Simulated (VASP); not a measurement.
Consider the following.

```
Te
1.0
    2.30761    -3.99690     0.00000
    2.30761     3.99690     0.00000
    0.00000     0.00000     5.90311
Te
3
Direct
  0.00000   0.25469   0.66667
  0.74531   0.74531   0.00000
  0.25469   0.00000   0.33333
```

The numbers are results of r2SCAN meta-GGA, VASP's PBE PAW potentials (set 64) (plane waves; VASP 6.6.1), not measurements. Numerical set-up: 520 eV cut-off, 7×7×5 Γ-centred mesh, Gaussian smearing of 0.050 eV, potentials Te.

Task: What does the run give for the energy per atom (σ→0)?

Result: 
The energy per atom (σ→0) is -25416 meV/atom.

The absolute energy has meaning only against runs of the same code, potentials and settings.

The compound is Te in the trig structure. It was relaxed first, which changed the volume by +7 %.
